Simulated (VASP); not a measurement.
Consider the following.

```
CELL_PARAMETERS angstrom
      0.00000     3.30480     3.30480
      3.30480     0.00000     3.30480
      3.30480     3.30480     0.00000
ATOMIC_POSITIONS crystal
  Cd 0.00000 0.00000 0.00000
  Te 0.25000 0.25000 0.25000
```

Level of theory: PBE GGA, VASP's PBE PAW potentials (set 64) (plane waves; VASP 6.6.1). Settings: 400 eV cut-off, 6×6×6 Γ-centred mesh, Gaussian smearing of 0.050 eV, potentials Cd Te.

Unless said otherwise, spin-orbit coupling is left out, though it shifts the bands of the heavy elements here.

Task: Estimate the energy per atom (σ→0), band gap (on the k-mesh) with the smallest direct gap where there is one.

Result: 
band gap (on the k-mesh): 0.59 eV
smallest direct gap (on the k-mesh): 0.59 eV
energy per atom (σ→0): -2.402 eV/atom

The compound is CdTe in the zinc blende structure. The cell was not relaxed at this level.
